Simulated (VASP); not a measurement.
## GaBiSe3: relaxation of cell and atoms with PBE

The system is GaBiSe3.

```
CELL_PARAMETERS angstrom
4.77361 0.00000 0.00000
0.00000 4.77361 0.00000
0.00000 0.00000 4.77361
ATOMIC_POSITIONS crystal
Ga 0.00000 0.00000 0.00000
Bi 0.50000 0.50000 0.50000
Se 0.00000 0.00000 0.50000
Se 0.00000 0.50000 0.00000
Se 0.50000 0.00000 0.00000
```

The cell was built by a generator and needn't be a form met in nature.

```
Program                : VASP 6.6.1
Task                   : relaxation of cell and atoms
Functional             : PBE
Potentials or basis    : VASP PAW PBE potentials, release 64 (Ga_d, Bi_d, Se)
Cutoff                 : 520 eV
k mesh                 : 3 × 3 × 3
Occupations            : gaussian, width 0.15 eV
Spin                   : no spin polarisation
Further INCAR settings : PREC = Normal; ALGO = Fast; EDIFF = 0.0001; IBRION = 2; EDIFFG = -0.08; NSW = 24; ISIF = 3
```

| Item | Value |
| --- | --- |
| Relaxed volume | 25.19 Å³/atom |
| Relaxed cell | a = 5.013 Å, b = 5.013 Å, c = 5.013 Å, α = 90.00°, β = 90.00°, γ = 90.00° |
| Space group after relaxing (to 0.05 Å) | Pm-3m (No. 221) |
| Energy gained by relaxing | 108.6 meV/atom |
| Ionic steps | 3 |
| Pressure after relaxing | 0.0 GPa |
| Band gap on the k mesh | none (metal or under the smearing width) |

Step by step:
| step | energy change (eV) | largest force (eV/Å) | pressure (GPa) | volume (Å³) |
| --- | --- | --- | --- | --- |
| 1 | 0.0000 | 0.0000 | 11.61 | 108.78 |
| 2 | -0.4364 | 0.0000 | -3.03 | 135.53 |
| 3 | -0.5429 | 0.0000 | -0.01 | 125.94 |

Final structure:
```
Ga Bi Se
1.0
     5.01251    0.00000    0.00000
     0.00000    5.01251    0.00000
     0.00000    0.00000    5.01251
Ga Bi Se
1 1 3
Direct
  0.00000 0.00000 0.00000
  0.50000 0.50000 0.50000
  0.00000 0.00000 0.50000
  0.00000 0.50000 0.00000
  0.50000 0.00000 0.00000
```

Levels at points of the mesh, in eV from the Fermi level:
| k point | band 19 | band 20 | band 21 | band 22 | band 23 | band 24 | band 25 | band 26 | band 27 |
| --- | --- | --- | --- | --- | --- | --- | --- | --- | --- |
| (0.00, 0.00, 0.00) | -1.59 | -1.59 | -1.59 | -1.05 | -1.05 | -1.05 | 2.18 | 2.18 | 2.18 |

Wall time 34 s on 1 thread of Intel(R) Xeon(R) Platinum 8259CL CPU @ 2.50GHz (Skylake/Cascade Lake), with other jobs on the host, peak memory 0.16 GiB.

Caveat: the k mesh is coarse (spacing up to 0.44 Å⁻¹), so the values aren't converged; the volume moved by over 15 % at a fixed basis, so the end points are rough; spin-orbit coupling is left out, which moves the levels of the heavy elements; the relaxation stopped at a loose force limit of 0.08 eV/Å, so its end isn't a converged minimum.
